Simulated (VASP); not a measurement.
Computed with PBE GGA, VASP's PBE PAW potentials (set 64) (plane waves; VASP).

A VASP calculation is set up with these files.

File POSCAR:
```
Co
1
    1.2461332214    -2.1583662839    -0.0000000000
    1.2461332214     2.1583662839     0.0000000000
   -0.0000000000     0.0000000000     4.0282944477
Co
2
Direct
  0.3333330000   0.6666670000   0.2500000000
  0.6666670000   0.3333330000   0.7500000000
```

KPOINTS:
```
Regular mesh
0
gamma
 15 15 8
0 0 0
```

INCAR:
```
ISIF  =  3
ISPIN  =  2   ! spin-polarised
ISMEAR  =  1   ! Methfessel-Paxton
ENCUT  =  480   ! plane-wave cut-off (eV)
LORBIT  =  10
SYSTEM  =  Co
MAGMOM  =  1.6 1.6
NELM  =  100
NSW  =  60   ! most ionic steps
GGA  =  PE   ! PBE
SIGMA  =  0.1
ALGO  =  Normal   ! blocked Davidson
LWAVE  =  .False.
EDIFFG  =  -0.01   ! ionic stop
PREC  =  Accurate
LREAL  =  .False.   ! projection in real space or not
LCHARG  =  .False.
IBRION  =  2   ! conjugate gradients
LASPH  =  .True.
EDIFF  =  1E-6   ! SCF stop (eV)
LMAXMIX  =  4   ! l cut-off of mixed one-centre charges
```

POTCAR, in this order: Co (PBE.64 set). Program: vasp_std.

The resulting files:

OUTCAR:
```
 ion  position               nearest neighbor table
   1  0.333  0.667  0.250-   2 2.48   2 2.48   2 2.48   2 2.48   2 2.48   2 2.48
   2  0.667  0.333  0.750-   1 2.48   1 2.48   1 2.48   1 2.48   1 2.48   1 2.48
  LATTYP: Found a hexagonal cell.
 ALAT       =     2.4922666432
 C/A-ratio  =     1.6163176034
 Subroutine PRICEL returns:
 Original cell was already a primitive cell.
 Subroutine GETGRP returns: Found 24 space group operations
The static configuration has the point symmetry D_3d.
 The point group associated with its full space group is D_6h.
The dynamic configuration has the point symmetry D_3d.
The overall configuration has the point symmetry D_3d.
 Subroutine INISYM returns: Found 24 space group operations
 Subroutine IBZKPT returns following result:
 Found    135 irreducible k-points:

 Following reciprocal coordinates:
            Coordinates               Weight
  0.000000  0.000000  0.000000      1.000000
  0.066667  0.000000  0.000000      6.000000
  0.133333  0.000000  0.000000      6.000000
  0.200000 -0.000000  0.000000      6.000000
  0.266667  0.000000  0.000000      6.000000
  0.333333  0.000000  0.000000      6.000000
  0.400000 -0.000000  0.000000      6.000000
  0.466667  0.000000  0.000000      6.000000
  0.066667  0.066667  0.000000      6.000000
  0.133333  0.066667  0.000000     12.000000
  0.200000  0.066667  0.000000     12.000000
  0.266667  0.066667  0.000000     12.000000
  0.333333  0.066667  0.000000     12.000000
  0.400000  0.066667  0.000000     12.000000
  0.466667  0.066667  0.000000      6.000000
  0.133333  0.133333  0.000000      6.000000
  0.200000  0.133333  0.000000     12.000000
  0.266667  0.133333  0.000000     12.000000
  0.333333  0.133333  0.000000     12.000000
  0.400000  0.133333  0.000000     12.000000
  0.200000  0.200000  0.000000      6.000000
...
```

### OSZICAR
```
       N       E                     dE             d eps       ncg     rms          rms(c)
DAV:   1     0.771351802803E+02    0.77135E+02   -0.79466E+03  8276   0.150E+03
DAV:   2    -0.140920508222E+02   -0.91227E+02   -0.84108E+02  8114   0.250E+02
DAV:   3    -0.161649207716E+02   -0.20729E+01   -0.20161E+01  9794   0.533E+01
DAV:   4    -0.161970824400E+02   -0.32162E-01   -0.32154E-01 11697   0.504E+00
DAV:   5    -0.161973100945E+02   -0.22765E-03   -0.22765E-03 10051   0.409E-01    0.148E+01
DAV:   6    -0.145089871233E+02    0.16883E+01   -0.13737E+01  8660   0.754E+01    0.733E+00
DAV:   7    -0.141039332685E+02    0.40505E+00   -0.19178E+00  9052   0.273E+01    0.385E+00
DAV:   8    -0.140883992210E+02    0.15534E-01   -0.22029E-02 11048   0.169E+00    0.190E+00
DAV:   9    -0.140726366403E+02    0.15763E-01   -0.57007E-03 11956   0.132E+00    0.627E-01
DAV:  10    -0.140731823967E+02   -0.54576E-03   -0.16552E-03 11110   0.602E-01    0.141E-01
DAV:  11    -0.140731162987E+02    0.66098E-04   -0.69439E-05 11125   0.116E-01    0.278E-02
DAV:  12    -0.140731126988E+02    0.35998E-05   -0.53172E-06  9000   0.246E-02    0.154E-02
DAV:  13    -0.140731120164E+02    0.68248E-06   -0.20410E-06  6387   0.226E-02
   1 F= -.14073112E+02 E0= -.14073200E+02  d E =-.140731E+02  mag=     3.2468
```

### OUTCAR
```
------------------------ aborting loop because EDIFF is reached ----------------------------------------
  FORCE on cell =-STRESS in cart. coord.  units (eV):
  Direction    XX          YY          ZZ          XY          YZ          ZX
  --------------------------------------------------------------------------------------
  Total        0.0000545      0.0000545     -0.0124605     -0.0000000      0.0000000     -0.0000000
  in kB        0.0040287      0.0040287     -0.9213102     -0.0000000      0.0000000     -0.0000000
  external PRESSURE =      -0.3044176 kB  Pullay stress =       0.0000000 kB
  volume of cell :       21.67
      direct lattice vectors                 reciprocal lattice vectors
     1.246133221 -2.158366284  0.000000000     0.401241209 -0.231656695  0.000000000
     1.246133221  2.158366284  0.000000000     0.401241209  0.231656695  0.000000000
     0.000000000  0.000000000  4.028294448     0.000000000  0.000000000  0.248244018
 POSITION                                       TOTAL-FORCE (eV/Angst)
 -----------------------------------------------------------------------------------
      1.24613      0.71946      1.00707         0.000000     -0.000000      0.000000
      1.24613     -0.71946      3.02122        -0.000000      0.000000      0.000000
 -----------------------------------------------------------------------------------
    total drift:                               -0.000023      0.000000     -0.000028
  FREE ENERGIE OF THE ION-ELECTRON SYSTEM (eV)
  ---------------------------------------------------
  free  energy   TOTEN  =       -14.0731120164 eV

  energy  without entropy=      -14.0733752824  energy(sigma->0) =      -14.07319977

 total charge

# of ion       s       p       d       tot
------------------------------------------
    1        0.490   0.522   7.263   8.276
    2        0.490   0.522   7.263   8.276
--------------------------------------------------
tot          0.980   1.045  14.527  16.551

 magnetization (x)

# of ion       s       p       d       tot
------------------------------------------
    1       -0.014  -0.053   1.710   1.642
    2       -0.014  -0.053   1.710   1.642
--------------------------------------------------
tot         -0.028  -0.106   3.419   3.285

 reached required accuracy - stopping structural energy minimisation
```
(Selected blocks of OUTCAR.)

The compound is Co in the hcp structure. It was relaxed first. The start is the result of an earlier pass.
